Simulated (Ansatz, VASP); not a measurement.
# ZnO (zincite) in two plane-wave programs, part 2 of 3

Wanted: the spread between two codes on one cell, functional and k mesh. The cell is taken from a series of runs on this material, whose earlier steps may have relaxed, scaled, displaced or heated it; both programs get it as it stands.

VASP 6.6.1 and Ansatz 0.2.0.

So far: Starting point; VASP: zone-centre phonons, LDA.

## 2. VASP: zone-centre phonons, LDA (continued)

Level of this step: LDA; plane waves and PAW (O, Zn) (VASP).

Parts of OUTCAR (step 2):

```text
ion  position               nearest neighbor table
   1  0.667  0.333  0.379-   3 1.97   3 1.97   3 1.97   4 1.98
   2  0.333  0.667  0.879-   4 1.97   4 1.97   4 1.97   3 1.98
   3  0.333  0.667  0.500-   1 1.97   1 1.97   1 1.97   2 1.98
   4  0.667  0.333  0.000-   2 1.97   2 1.97   2 1.97   1 1.98

  LATTYP: Found a hexagonal cell.
 ALAT       =     3.2294387726
 C/A-ratio  =     1.6164044711

 Subroutine GETGRP returns: Found 12 space group operations
 (whereof  6 operations were pure point group operations)

The static configuration has the point symmetry C_3v.
 The point group associated with its full space group is C_6v.

 Found    162 irreducible k-points:

   k-points           NKPTS =    162   k-points in BZ     NKDIM =    162   number of bands    NBANDS=     24

   dimension x,y,z NGX =    28 NGY =   28 NGZ =   42
   dimension x,y,z NGXF=    56 NGYF=   56 NGZF=   84

   ENCUT  =  600.0 eV  44.10 Ry    6.64 a.u.   6.45  6.45 10.43*2*pi/ulx,y,z

   NELECT =      36.0000    total number of electrons

 k-points in reciprocal lattice and weights: Automatic mesh
   0.00000000  0.00000000  0.00000000       0.000
   0.06666667 -0.00000000  0.00000000       0.003
   0.13333333 -0.00000000  0.00000000       0.003
   0.20000000 -0.00000000  0.00000000       0.003
   0.26666667 -0.00000000  0.00000000       0.003
   0.33333333 -0.00000000  0.00000000       0.003
   0.40000000 -0.00000000  0.00000000       0.003
   0.46666667 -0.00000000  0.00000000       0.003
   0.06666667  0.06666667  0.00000000       0.003
[...]
-1.614719386  2.796776017  0.000000000     0.000000000  0.357554554  0.000000000
     0.000000000  0.000000000  5.220079271     0.000000000  0.000000000  0.191567972

 POSITION                                       TOTAL-FORCE (eV/Angst)
 -----------------------------------------------------------------------------------
      1.61472      0.93226      1.97727        -0.000000     -0.000000     -0.001151
     -0.00000      1.86452      4.58731         0.000000     -0.000000     -0.001151
     -0.00000      1.86452      2.61123         0.000000     -0.000000      0.001151
      1.61472      0.93226      0.00119        -0.000000      0.000000      0.001151
 -----------------------------------------------------------------------------------
    total drift:                               -0.000000      0.000000     -0.000731

 MACROSCOPIC STATIC DIELECTRIC TENSOR (including local field effects in DFT)
 ------------------------------------------------------
           5.241298     0.000000     0.000000
           0.000000     5.241298     0.000000
           0.000000     0.000000     5.234417
 ------------------------------------------------------

 PIEZOELECTRIC TENSOR (including local field effects)  for field in x, y, z        (C/m^2)
          XX          YY          ZZ          XY          YZ          ZX
  --------------------------------------------------------------------------------
  x     0.00000     0.00000     0.00000     0.00000     0.00000     0.40517
  y     0.00000     0.00000     0.00000     0.00000     0.40517     0.00000
  z     0.37981     0.37981    -0.77108     0.00000     0.00000     0.00000

 BORN EFFECTIVE CHARGES (including local field effects) (in |e|, cummulative output)
 ---------------------------------------------------------------------------------
 ion    1
    1    -2.09212     0.00000     0.00000
    2     0.00000    -2.09212    -0.00000
    3     0.00000     0.00000    -2.14868
 ion    2
    1    -2.09212    -0.00000     0.00000
    2    -0.00000    -2.09212     0.00000
    3    -0.00000     0.00000    -2.14868
 ion    3
    1     2.09212     0.00000     0.00000
    2    -0.00000     2.09212     0.00000
    3     0.00000     0.00000     2.14868
 ion    4
    1     2.09212     0.00000     0.00000
    2     0.00000     2.09212     0.00000
    3     0.00000     0.00000     2.14868

 Eigenvectors and eigenvalues of the dynamical matrix
 ----------------------------------------------------

   1 f  =   15.905598 THz    99.937820 2PiTHz  530.553642 cm-1    65.780238 meV
             X         Y         Z           dx          dy          dz
      1.614719  0.932259  1.977272     0.000000   -0.000000   -0.702787
     -0.000000  1.864517  4.587312    -0.000000    0.000000    0.702787
     -0.000000  1.864517  2.611230    -0.000000    0.000000   -0.078037
      1.614719  0.932259  0.001190     0.000000   -0.000000    0.078037

   2 f  =   12.545633 THz    78.826536 2PiTHz  418.477266 cm-1    51.884545 meV
             X         Y         Z           dx          dy          dz
      1.614719  0.932259  1.977272    -0.656071    0.000004   -0.000000
     -0.000000  1.864517  4.587312     0.656071   -0.000004   -0.000000
     -0.000000  1.864517  2.611230     0.263762   -0.000002    0.000000
      1.614719  0.932259  0.001190    -0.263762    0.000002    0.000000

   3 f  =   12.545633 THz    78.826536 2PiTHz  418.477266 cm-1    51.884545 meV
             X         Y         Z           dx          dy          dz
      1.614719  0.932259  1.977272    -0.000004   -0.656071   -0.000000
     -0.000000  1.864517  4.587312     0.000004    0.656071   -0.000000
     -0.000000  1.864517  2.611230     0.000002    0.263762    0.000000
      1.614719  0.932259  0.001190    -0.000002   -0.263762    0.000000

   4 f  =   11.618725 THz    73.002603 2PiTHz  387.558954 cm-1    48.051165 meV
             X         Y         Z           dx          dy          dz
      1.614719  0.932259  1.977272    -0.633791    0.000000    0.000000
     -0.000000  1.864517  4.587312    -0.633791    0.000000    0.000000
     -0.000000  1.864517  2.611230     0.313543   -0.000000   -0.000000
      1.614719  0.932259  0.001190     0.313543   -0.000000    0.000000

   5 f  =   11.618725 THz    73.002603 2PiTHz  387.558954 cm-1    48.051165 meV
             X         Y         Z           dx          dy          dz
      1.614719  0.932259  1.977272     0.000000    0.633791   -0.000000
     -0.000000  1.864517  4.587312     0.000000    0.633791   -0.000000
     -0.000000  1.864517  2.611230    -0.000000   -0.313543    0.000000
      1.614719  0.932259  0.001190    -0.000000   -0.313543   -0.000000

   6 f  =   11.057494 THz    69.476281 2PiTHz  368.838284 cm-1    45.730098 meV
             X         Y         Z           dx          dy          dz
      1.614719  0.932259  1.977272     0.000000    0.000000    0.633281
     -0.000000  1.864517  4.587312     0.000000    0.000000    0.633281
     -0.000000  1.864517  2.611230    -0.000000   -0.000000   -0.314571
      1.614719  0.932259  0.001190    -0.000000   -0.000000   -0.314571

   7 f  =    7.641362 THz    48.012096 2PiTHz  254.888414 cm-1    31.602121 meV
             X         Y         Z           dx          dy          dz
      1.614719  0.932259  1.977272    -0.000000   -0.000000   -0.078037
     -0.000000  1.864517  4.587312    -0.000000   -0.000000    0.078037
     -0.000000  1.864517  2.611230     0.000000    0.000000    0.702787
      1.614719  0.932259  0.001190    -0.000000   -0.000000   -0.702787

   8 f  =    2.835580 THz    17.816475 2PiTHz   94.584769 cm-1    11.727012 meV
             X         Y         Z           dx          dy          dz
      1.614719  0.932259  1.977272    -0.263762   -0.000003   -0.000000
     -0.000000  1.864517  4.587312     0.263762    0.000003    0.000000
     -0.000000  1.864517  2.611230    -0.656071   -0.000006   -0.000000
      1.614719  0.932259  0.001190     0.656071    0.000006   -0.000000

   9 f  =    2.835580 THz    17.816475 2PiTHz   94.584769 cm-1    11.727012 meV
             X         Y         Z           dx          dy          dz
      1.614719  0.932259  1.977272     0.000003   -0.263762    0.000000
     -0.000000  1.864517  4.587312    -0.000003    0.263762    0.000000
     -0.000000  1.864517  2.611230     0.000006   -0.656071    0.000000
      1.614719  0.932259  0.001190    -0.000006    0.656071    0.000000

  10 f/i=    0.000490 THz     0.003079 2PiTHz    0.016344 cm-1     0.002026 meV
             X         Y         Z           dx          dy          dz
      1.614719  0.932259  1.977272     0.144724   -0.278144   -0.000000
     -0.000000  1.864517  4.587312     0.144724   -0.278144   -0.000000
     -0.000000  1.864517  2.611230     0.292543   -0.562237   -0.000000
      1.614719  0.932259  0.001190     0.292543   -0.562237   -0.000000

  11 f/i=    0.000490 THz     0.003079 2PiTHz    0.016344 cm-1     0.002026 meV
             X         Y         Z           dx          dy          dz
      1.614719  0.932259  1.977272    -0.278144   -0.144724   -0.000000
     -0.000000  1.864517  4.587312    -0.278144   -0.144724   -0.000000
     -0.000000  1.864517  2.611230    -0.562237   -0.292543   -0.000000
      1.614719  0.932259  0.001190    -0.562237   -0.292543   -0.000000

  12 f/i=    0.018414 THz     0.115698 2PiTHz    0.614223 cm-1     0.076154 meV
             X         Y         Z           dx          dy          dz
      1.614719  0.932259  1.977272     0.000000   -0.000000    0.314571
     -0.000000  1.864517  4.587312     0.000000   -0.000000    0.314571
     -0.000000  1.864517  2.611230     0.000000   -0.000000    0.633281
      1.614719  0.932259  0.001190     0.000000   -0.000000    0.633281

 MACROSCOPIC STATIC DIELECTRIC TENSOR IONIC CONTRIBUTION
 ------------------------------------------------------
           4.731537     0.000000     0.000000
           0.000000     4.731537     0.000000
           0.000000     0.000000     5.496662
 ------------------------------------------------------

 ELASTIC MODULI CONTR FROM IONIC RELAXATION (kBar)
 Direction    XX          YY          ZZ          XY          YZ          ZX
 --------------------------------------------------------------------------------
 XX        -623.7328    253.5523    360.7846     -0.0000      0.0000     -0.0000
 YY         253.5523   -623.7328    360.7846      0.0000     -0.0000      0.0000
 ZZ         360.7846    360.7846   -703.2542      0.0000      0.0000      0.0000
 XY          -0.0000      0.0000      0.0000   -438.6426      0.0000     -0.0000
 YZ          -0.0000     -0.0000      0.0000      0.0000   -163.0225     -0.0000
 ZX          -0.0000      0.0000      0.0000     -0.0000     -0.0000   -158.6916
 --------------------------------------------------------------------------------

 PIEZOELECTRIC TENSOR IONIC CONTR  for field in x, y, z        (C/m^2)
          XX          YY          ZZ          XY          YZ          ZX
  --------------------------------------------------------------------------------
  x    -0.00000     0.00000     0.00000     0.00000    -0.00000    -0.81536
  y     0.00000     0.00000     0.00000     0.00000    -0.82641    -0.00000
  z    -0.94910    -0.94910     1.85003    -0.00000    -0.00000    -0.00000
```

With a direct gap this small, the dielectric response converges slowly with the mesh, so tensor and charges are uncertain; a mesh that holds the point of the least gap tends to give too large a tensor.

[end of part 2 of 3]

[Lines on the potential files, build, host, timing and source positions are cut from VASP's logs without a mark.]

[Logs are printed without paths, hosts, clocks, repeated set-up lines and the standing remarks that a program may print on its own settings, such as how far it seeks lower states.]

[Hosts, paths, dates, database ids (printed as entryN), source tags and the programs' standing remarks are cut or masked in the printed files.]
